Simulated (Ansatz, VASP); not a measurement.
# Ru: VASP beside Ansatz

One calculation is typed for both programs; each brings its own data sets and cutoff. How far apart do they land? The structure shown is the end of the VASP relaxation below.

Main program and level: Ansatz 0.2.0; plane waves, with VASP 6.6.1 beside it; single point at PBEsol.

**1. The structure**

The structure is hexagonal, space group P6_3/mmc (No. 194). The conventional cell has a = 2.746 Å, b = 2.746 Å, c = 4.322 Å, α = 90.00°, β = 90.00°, γ = 120.00°. Nearest to Ru lie 12 Ru at 2.68 to 2.75 Å.

**2. VASP: relaxation, PBEsol**

This run makes the geometry at which the two programs are then compared.

Lines of VASP's logs that name or quote its potential files are left out, and so is its time.

File INCAR:

```
SYSTEM = Ru
PREC = Accurate
ENCUT = 450
EDIFF = 1E-07
NELM = 120
ISMEAR = 1
SIGMA = 0.15
LREAL = .FALSE.
ALGO = Normal
GGA = PS
NBANDS = 20
LASPH = .TRUE.
LORBIT = 11
LWAVE = .FALSE.
LCHARG = .FALSE.
KPAR = 2
IBRION = 2
NSW = 40
ISIF = 4
EDIFFG = -0.004
POTIM = 0.4
```

File POSCAR:

```
Ru
1.0
    2.7432529046      0.0000000000      0.0000000000
   -1.3716264523      2.3757267044      0.0000000000
    0.0000000000      0.0000000000      4.3302927273
Ru
2
Direct
    0.0000000000      0.0000000000      0.0000000000
    0.3333333333      0.6666666667      0.5000000000
```

File KPOINTS:

```
Automatic mesh
0
Gamma
25 25 14
0 0 0
```

Potentials, in the order of the species: Ru_pv (PBE family, release 64).

Command:

```
mpirun -np 2 vasp_std
```

Numbers of over 12 decimals in the logs are rounded to 6 here.

Output:

```text
[banner, memory and clock lines left out]
running    2 mpi-ranks, on    1 nodes
 distrk:  each k-point on    1 cores,    2 groups
 distr:  one band on    1 cores,    1 groups

 POSCAR found type information on POSCAR Ru
 POSCAR found :  1 types and       2 ions
|                                                                             |
|               ----> ADVICE to this user running VASP <----                  |
|                                                                             |
|     You enforced a specific xc type in the INCAR file but a different       |
|     [... a line on the potential file left out ...]
|     I HOPE YOU KNOW WHAT YOU ARE DOING!                                     |
|                                                                             |

 LDA part: xc-table for (Slater+PW92), standard interpolation
 POSCAR, INCAR and KPOINTS ok, starting setup
 FFT: planning ... GRIDC
 FFT: planning ... GRID_SOFT
 FFT: planning ... GRID
 WAVECAR not read
 entering main loop
       N       E                     dE             d eps       ncg     rms          rms(c)
DAV:   1     0.262353198297E+03    0.26235E+03   -0.15715E+04 20800   0.137E+03
DAV:   2    -0.163323128715E+02   -0.27869E+03   -0.27100E+03 21584   0.430E+02
DAV:   3    -0.218700209022E+02   -0.55377E+01   -0.54915E+01 23928   0.676E+01
DAV:   4    -0.219166029362E+02   -0.46582E-01   -0.46547E-01 25932   0.600E+00
DAV:   5    -0.219176286862E+02   -0.10257E-02   -0.10245E-02 24528   0.718E-01    0.177E+01
DAV:   6    -0.203386643724E+02    0.15790E+01   -0.38512E+00 24100   0.194E+01    0.390E+00
DAV:   7    -0.202606116862E+02    0.78053E-01   -0.48349E-01 24176   0.497E+00    0.846E-01
DAV:   8    -0.202526904182E+02    0.79213E-02   -0.22375E-02 23148   0.106E+00    0.330E-01
DAV:   9    -0.202513319249E+02    0.13585E-02   -0.20510E-03 24116   0.507E-01    0.360E-02
DAV:  10    -0.202513311743E+02    0.75058E-06   -0.12056E-04 23144   0.110E-01    0.209E-02
DAV:  11    -0.202513330990E+02   -0.19247E-05   -0.60489E-06 24400   0.228E-02    0.153E-03
DAV:  12    -0.202513330445E+02    0.54527E-07   -0.77141E-08 16428   0.246E-03
   1 F= -.20251333E+02 E0= -.20251446E+02  d E =-.202513E+02
 curvature:   0.00 expect dE= 0.000E+00 dE for cont linesearch  0.000E+00
 trial: gam= 0.00000 g(F)=  0.302E-48 g(S)=  0.538E-03 ort = 0.000E+00 (trialstep = 0.100E+01)
 search vector abs. value=  0.538E-03
 bond charge predicted
       N       E                     dE             d eps       ncg     rms          rms(c)
DAV:   1    -0.202550815732E+02   -0.37485E-02   -0.13120E-01 21236   0.284E+00    0.373E-01
DAV:   2    -0.202520495657E+02    0.30320E-02   -0.42165E-03 22052   0.549E-01    0.141E-01
DAV:   3    -0.202514971609E+02    0.55240E-03   -0.15449E-03 23440   0.265E-01    0.339E-02
DAV:   4    -0.202514997833E+02   -0.26224E-05   -0.52297E-05 24168   0.846E-02    0.718E-03
DAV:   5    -0.202514990684E+02    0.71491E-06   -0.28395E-06 24780   0.119E-02    0.280E-03
DAV:   6    -0.202514990547E+02    0.13657E-07   -0.10707E-07 17408   0.295E-03
   2 F= -.20251499E+02 E0= -.20251632E+02  d E =-.166010E-03
 trial-energy change:   -0.000166  1 .order   -0.000162   -0.000538    0.000214
 step:   0.7220(harm=  0.7155)  dis= 0.00000  next Energy=   -20.251529 (dE=-0.196E-03)
 bond charge predicted
       N       E                     dE             d eps       ncg     rms          rms(c)
DAV:   1    -0.202518042158E+02   -0.30515E-03   -0.10131E-02 21204   0.789E-01    0.104E-01
DAV:   2    -0.202515682997E+02    0.23592E-03   -0.32588E-04 22040   0.152E-01    0.392E-02
DAV:   3    -0.202515263080E+02    0.41992E-04   -0.11985E-04 23212   0.734E-02    0.939E-03
DAV:   4    -0.202515271084E+02   -0.80036E-06   -0.41872E-06 24156   0.238E-02    0.203E-03
DAV:   5    -0.202515271405E+02   -0.32064E-07   -0.22973E-07 17228   0.348E-03
   3 F= -.20251527E+02 E0= -.20251654E+02  d E =-.194096E-03
 curvature:  -0.36 expect dE=-0.275E-07 dE for cont linesearch -0.275E-07
 trial: gam=-0.01181 g(F)=  0.302E-48 g(S)=  0.768E-07 ort = 0.643E-05 (trialstep = 0.944E+00)
 search vector abs. value=  0.111E-09
 reached required accuracy - stopping structural energy minimisation
```

OUTCAR, selected parts (step 2):

```text
ion  position               nearest neighbor table
   1  0.000  0.000  0.000-   2 2.68   2 2.68   2 2.68   2 2.68   2 2.68   2 2.68
   2  0.333  0.667  0.500-   1 2.68   1 2.68   1 2.68   1 2.68   1 2.68   1 2.68

  LATTYP: Found a hexagonal cell.
 ALAT       =     2.7432529046
 C/A-ratio  =     1.5785247944

 Subroutine GETGRP returns: Found 24 space group operations
 (whereof 12 operations were pure point group operations)

The static configuration has the point symmetry D_3h.
 The point group associated with its full space group is D_6h.

 Found    520 irreducible k-points:

   k-points           NKPTS =    520   k-points in BZ     NKDIM =    520   number of bands    NBANDS=     20

   dimension x,y,z NGX =    20 NGY =   20 NGZ =   30
   dimension x,y,z NGXF=    40 NGYF=   40 NGZF=   60

   ENCUT  =  450.0 eV  33.07 Ry    5.75 a.u.   4.74  4.74  7.49*2*pi/ulx,y,z

   NELECT =      28.0000    total number of electrons

 k-points in reciprocal lattice and weights: Automatic mesh
   0.00000000  0.00000000  0.00000000       0.000
   0.04000000  0.00000000  0.00000000       0.001
   0.08000000  0.00000000  0.00000000       0.001
   0.12000000  0.00000000  0.00000000       0.001
   0.16000000  0.00000000  0.00000000       0.001
   0.20000000 -0.00000000  0.00000000       0.001
   0.24000000 -0.00000000  0.00000000       0.001
   0.28000000 -0.00000000  0.00000000       0.001
   0.32000000 -0.00000000  0.00000000       0.001
[...]
0.36000000  0.28000000  0.50000000       0.001
   0.32000000  0.32000000  0.50000000       0.001

 average (electrostatic) potential at core
       1 -67.7958       2 -67.7958

 E-fermi :  11.9958

 k-point     1 :       0.0000    0.0000    0.0000
  band No.  band energies     occupation
    ...
     11       9.7598      2.00000
     12      10.1999      2.00000
     13      10.1999      2.00000
     14      10.6532      2.00000
     15      10.6532      2.00000
     16      13.1299     -0.00000
     17      13.1299     -0.00000
     18      13.2647     -0.00000
     19      21.8633      0.00000
     20      22.3289      0.00000

 k-point     2 :       0.0400    0.0000    0.0000
  band No.  band energies     occupation
    ...
     11       9.8839      2.00000
     12      10.1745      2.00000
     13      10.2418      2.00000
     14      10.6016      2.00000
     15      10.6179      2.00000
     16      12.4087     -0.00070
     17      13.1522     -0.00000
     18      14.0608     -0.00000
     19      21.8556      0.00000
     20      22.3300      0.00000

 k-point     3 :       0.0800    0.0000    0.0000
  band No.  band energies     occupation
    ...
     12      10.1305      2.00000
     13      10.3662      2.00000
     14      10.4248      2.00000
     15      10.5183      2.00000
     16      11.7457      2.03998
     17      13.2136     -0.00000
     18      14.9715     -0.00000
     19      21.8320      0.00000
     20      22.3292      0.00000

  Total       -3.1074856     -3.1074856     -3.1099296      0.0000000      0.0000000      0.0000000
  in kB     -176.4168748   -176.4168748   -176.5556255      0.0000000      0.0000000      0.0000000
  external PRESSURE =    -176.4631251 kB  Pullay stress =       0.0000000 kB

  energy-cutoff  :      450.00
  volume of cell :       28.22
      direct lattice vectors                 reciprocal lattice vectors
     2.745860073 -0.000000000 -0.000000000     0.364184617  0.210262087  0.000000000
    -1.372930036  2.377984578  0.000000000     0.000000000  0.420524174  0.000000000
     0.000000000  0.000000000  4.322073488     0.000000000  0.000000000  0.231370430

 POSITION                                       TOTAL-FORCE (eV/Angst)
 -----------------------------------------------------------------------------------
      0.00000     -0.00000      4.32207        -0.000000     -0.000000     -0.000000
     -0.00000      1.58532      2.16104         0.000000      0.000000      0.000000
 -----------------------------------------------------------------------------------
    total drift:                               -0.000000      0.000000     -0.000000

  FREE ENERGIE OF THE ION-ELECTRON SYSTEM (eV)
  ---------------------------------------------------
  free  energy   TOTEN  =       -20.2515271405 eV

  energy  without entropy=      -20.2519081130  energy(sigma->0) =      -20.25165413

 reached required accuracy - stopping structural energy minimisation

 total charge
# of ion       s       p       d       tot
------------------------------------------
    1        0.389   6.293   5.900  12.582
    2        0.389   6.293   5.900  12.582
--------------------------------------------------
tot          0.777  12.587  11.801  25.164

[... 3 further parts left out ...]
```

CONTCAR:

```
Ru
   1.00000000000000
     2.7458600725401330   -0.0000000000000000   -0.0000000000000000
    -1.3729300362700665    2.3779845780671685    0.0000000000000000
     0.0000000000000000    0.0000000000000000    4.3220734879427765
  Ru
     2
Direct
     0.0000000000000000    0.0000000000000000    1.0000000000000000
     0.3333333332999970    0.6666666667000030    0.5000000000000000
```

**3. Ansatz: single point, PBEsol**

Ansatz runs on its default PAW (the set named soft_2) files.

The same cell, functional, mesh and smearing now go to Ansatz, which takes its cutoff from its data sets.

File input.yaml:

```yaml
crystal:
  lattice:
    - [2.74586007, 0.0, 0.0]
    - [-1.37293004, 2.37798458, 0.0]
    - [0.0, 0.0, 4.32207349]
  atoms:
    - { symbol: Ru, position: [0.0, 0.0, 0.0] }
    - { symbol: Ru, position: [0.33333333, 0.66666667, 0.5] }
hamiltonian:
  xc: pbesol
  pseudopotentials: { kind: paw }
kpoints:
  mp_grid: { grid: [25, 25, 14] }
scf:
  occupations: { method: methfessel_paxton, width: 0.15 }
  n_extra_bands: 4
output:
  forces: true
  stress: true
  eigenvalues: true
```

Command:

```
ansatz run input.yaml --threads 2 --pin off --max-ram 4608MiB --backend cpu --events-out ev --progress --plain --runs-dir out
```

Output:

```text
scf.n_extra_bands = 4 over 16 filled bands (N_el = 32.0): the run solves 20 bands
Engine: ansatz 0.2.0, aarch64-unknown-linux-gnu
Pseudopotentials: kind: paw
Pseudopotential: Ru, paw, valence charge 16, recommended cutoff 420 eV (normal), Ru.paw.azcp
Functional definition: PBEsol
  exchange = pbesol_x
  correlation = pbesol_c
Crystal: 2 atoms, lattice volume = 28.221 Å³
Basis set: ecut = 420 eV, 561 PW (Γ), exchange–correlation on 40×40×60 points (8 copies of the dense FFT grid, shifted against one another)
Bands: 20, of which v1, the nominal top of the filled ones, is band 16 counted from 1 (15 counted from 0)
Symmetry: 24 space group operations
Space group: P63/mmc (ITA 194), of the structure as read, at distance tolerance 3.0e-5 Å
k-points: 520 of 8750
Non-local potential: Ru, projectors of the file, l = 0: 3, l = 1: 2, l = 2: 2, l = 3: 1
PAW form: soft (Blöchl's): semilocal exchange-correlation on the pseudo side does not see the compensation charge
PAW frozen core: Ru, regenerated for the run's functional, and the local potential with it (the file was generated under x = pbe(κ = 0.804, μ = 0.219515), c = pbe(β = 0.066725))
PAW one-centre angular grid: Ru, 590 points (default); XC on 64 Gauss nodes
Initial density: superposition of atomic densities (neutral atoms: chi_scale 0, normalization atom), corrected by the library's trained network
Initial wavefunctions: pseudopotential atomic-orbital guess
Functional: x = pbesol(κ = 0.804, μ = 0.123457), c = pbesol(β = 0.046)
SCF iter   1: F=—  HF=-11632.921886 eV  |F-HF|=—  |Δ(HF+E_count)|=         —  Δρ=1.06e-2  dr2=2.08e-2  ethr=1.77e-3  ⟨swp⟩=5.0  Hψ=40608  notcnv=0
preconditioner: auto → none  [metal: Δε(μ)=0.004 eV  Ē_g=5.584 eV  σ=0.150 eV  W_gap=0.02  n_scr=8 (ndim 8)  ℏωp=28.0 eV  f_vac=0.000  D(μ)=1.67/eV (n_scr^D=22)  sad-step TF]
SCF iter   2: F=—  HF=-11632.918889 eV  |F-HF|=—  |Δ(HF+E_count)|=   3.00e-3  S|Δr|=    0.00e0  Δρ=5.49e-3  dr2=5.20e-3  ethr=6.49e-5  ⟨swp⟩=2.6  Hψ=18096  notcnv=0
SCF iter   3: F=—  HF=-11632.917888 eV  |F-HF|=—  |Δ(HF+E_count)|=   1.00e-3  S|Δr|=    0.00e0  Δρ=3.54e-4  dr2=1.24e-5  ethr=1.62e-5  ⟨swp⟩=2.0  Hψ=14487  notcnv=0
SCF iter   4: F=—  HF=-11632.917927 eV  |F-HF|=—  |Δ(HF+E_count)|=   3.96e-5  S|Δr|=    0.00e0  Δρ=7.61e-5  dr2=9.67e-7  ethr=3.88e-8  ⟨swp⟩=2.0  Hψ=18739  notcnv=0
SCF iter   5: F=-11632.917927 eV  HF=-11632.917927 eV  |F-HF|=1.98e-8  |Δ(HF+E_count)|=   2.60e-8  S|Δr|=    0.00e0  Δρ=1.64e-5  dr2=3.21e-8  ethr=3.13e-10  ⟨swp⟩=5.5  Hψ=46105  notcnv=0
SCF 1 converged in 5 iterations: F = -11632.917927 eV  dr2 = 3.21e-8
  greatest PAW one-centre occupation: 0.998 electrons in one spin orbital (limit 2), on the Ru atom at site 1 (counted from 0), in its partial waves of l = 0
SCF converged after 5 iterations
Stability not checked: this state was not tested for a lower state beside it, because cold or Methfessel-Paxton smearing, or corrected tetrahedra, fill the levels in a way that the test cannot read (fill_not_monotonic; see scf.lower_state_search)
Free energy (F): -11632.917927 eV
Harris-Foulkes:  -11632.917927 eV  (|F-HF|=1.98e-8)
Internal energy: -11632.918304 eV  (E = F + TS)
E sigma→0 (E₀):  -11632.918022 eV
Entropy (-TS):   0.000377 eV (0.188 meV/atom)
Fermi energy:    22.273444 eV
--- Per-component energies (eV) ---
  E_band       = -141.704115
  E_kinetic    = 1024.532911
  E_local      = -2596.242589  (includes V_loc(G=0)·N_el)
  E_nonlocal   = 688.962800
  E_hartree    = 830.525008
  E_xc         = -377.748253
  E_vxc        = -475.765726  (∫ρ·V_xc dr)
  E_paw        = -6798.464846  (= ΣΔE_a)
  E_vpaw       = -444.243881  (= ΣTr[D̂ρ^β])
  E_aug_tail   = -0.000391  (compensation charges beyond the density's cutoff)
  E_ewald      = -4404.989537
  E_core_change = 0.506592  (= ΣΔE_core)
  E_smearing   = 0.000377  (= −TS)
  E_closure    = 0.000000  (closes the sum)
  Σ components = -11632.917927   (vs F -11632.917927, Δ=0.00e0)
--- Forces (eV/Å), atoms counted from 1 ---
  atom   1  Ru     0.00000000     0.00000000     0.00000000
  atom   2  Ru    -0.00000000    -0.00000000     0.00000000
  max |Σ_I F_I| component: 4.63e-18 eV/Å
--- Stress (GPa, compression-positive) ---
      -17.443163       0.000000       0.000000
        0.000000     -17.443163       0.000000
        0.000000       0.000000     -17.455926
  P = ⅓ Tr σ = -17.4474 GPa (-174.474 kbar)
--- Band table (eV; the first three rows and the last of 520) ---
  k-point 0: bands = [... 12 lower, 20.0352, 20.4751, 20.4751, 20.9294, 20.9294, 23.4093, 23.4093, 23.5386]
  k-point 1: bands = [... 12 lower, 20.0069, 20.4412, 20.4412, 21.0117, 21.0117, 23.3408, 23.4137, 23.4137]
  k-point 2: bands = [... 12 lower, 19.9266, 20.3467, 20.3467, 21.2247, 21.2247, 22.8163, 23.4186, 23.4186]
  k-point 519: bands = [... 12 lower, 19.6726, 19.6726, 21.1772, 21.1772, 23.4493, 23.4493, 30.1560, 30.1560]
```

It took 6.1 s on 2 threads of Arm Neoverse V2, shared host; peak memory 0.48 GiB.

In the SCF lines HF is the Harris–Foulkes energy and dr2 the Hartree energy of the density residual, in eV; the loop may stop once dr2 is under the threshold and the program's other checks hold. Hψ counts applications of the Hamiltonian.

The run ends at a pressure of -17.45 GPa.

**4. Side by side**

Known differences besides the PAW data sets themselves: the data sets hold 32 valence electrons in Ansatz (default PAW (the set named soft_2) files) and 28 in VASP; the cutoff is 420 eV in Ansatz and 450 eV in VASP; Ansatz makes its cores anew for this functional, VASP keeps those of its PBE data sets. Total energies have different zeros and are not compared.

The two programs side by side:

| quantity | Ansatz | VASP | difference |
| --- | --- | --- | --- |
| pressure (GPa) | -17.45 | -17.65 | +0.20 |

**5. Results**

- difference in pressure (single point, PBEsol, volume scaled by 1.06): 0.20 GPa

**Reading.** The difference in pressure is 0.20 GPa (single point, PBEsol), within the 1 GPa picked in this series as the mark of a large difference. Differences of this kind measure data sets and numerical settings, not the functional's error against experiment.

[Lines on the potential files, build, host, timing and source positions are cut from VASP's logs without a mark.]

[Logs are printed without paths, hosts, clocks, repeated set-up lines and the standing remarks that a program may print on its own settings, such as how far it seeks lower states.]

[Hosts, paths, dates, database ids (printed as entryN), source tags and the programs' standing remarks are cut or masked in the printed files.]
